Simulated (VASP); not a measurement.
CdF2:

```
Cd F
1.0
     0.00000    2.69418    2.69418
     2.69418    0.00000    2.69418
     2.69418    2.69418    0.00000
Cd F
1 2
Cartesian
  0.0000 0.0000 0.0000
  1.3471 1.3471 1.3471
  4.0413 4.0413 4.0413
```

The cell was built by a generator and needn't be a form met in nature.

Base run:

| Property | Result |
| --- | --- |
| Program | VASP 6.6.1 |
| Functional | PBE |
| Potentials or basis | VASP PAW PBE potentials, release 64 (Cd, F) |
| Cutoff | 520 eV |
| k mesh | 6 × 6 × 6 |
| Occupations | gaussian, width 0.01 eV |
| Spin | no spin polarisation |

Its results: band gap on the k mesh 3.09 eV, indirect (least direct gap 3.57 eV); pressure 6.2 GPa.

The run is repeated on the same cell with these changes: functional from PBE to r2SCAN. What comes out?

Band gap on the k mesh 3.77 eV, indirect (least direct gap 4.25 eV); pressure 1.0 GPa.

r2SCAN gives the wider gap, since meta-GGAs in the generalised Kohn-Sham scheme recover part of the derivative discontinuity.

Caveats: the PAW data sets were made with another functional, which shifts forces and pressure a little (some runs).

A k mesh can miss the band edges.

Not every run made on this cell is shown here.
